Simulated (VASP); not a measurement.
# GaHg under changes of volume

One of the cells (24.798 Å³/atom); the others are scaled copies at fixed shape and fractional positions:

```
Ga Hg
1.0
     0.00000    2.91611    2.91611
     2.91611    0.00000    2.91611
     2.91611    2.91611    0.00000
Ga Hg
1 1
Direct
  0.00000 0.00000 0.00000
  0.50000 0.50000 0.50000
```

The cell was built by a generator and needn't be a form met in nature.

| Property | Result |
| --- | --- |
| Program | VASP 6.6.1 |
| Functional | PBE |
| Potentials or basis | VASP PAW PBE potentials, release 64 (Ga_d, Hg) |
| Cutoff | 520 eV |
| k mesh | 8 × 8 × 8 |
| Occupations | fermi-dirac, width 0.05 eV |
| Spin | no spin polarisation |

```csv
volume (Å³/atom),energy over the lowest point (meV/atom),pressure (GPa)
22.853,11.95,2.5
23.339,?,?
23.825,1.60,0.9
24.798,0.00,-0.3
25.284,1.50,-0.8
25.770,4.71,-1.4
```

Q: What does the run at 23.339 Å³/atom give?

A: Energy over the lowest point 5.52 meV/atom; pressure 1.7 GPa.

Worked out: A Birch-Murnaghan fit of order 3 (a polynomial in V^(-2/3)) to the other rows has its minimum at 24.53 Å³/atom with B0 = V·E''(V) = 29 GPa and B' = 6.2. It gives 5.55 meV/atom at 23.339 Å³/atom, against the run's 5.52, and -dE/dV = 1.7 GPa, against 1.7.

Energies are extrapolated to zero smearing.
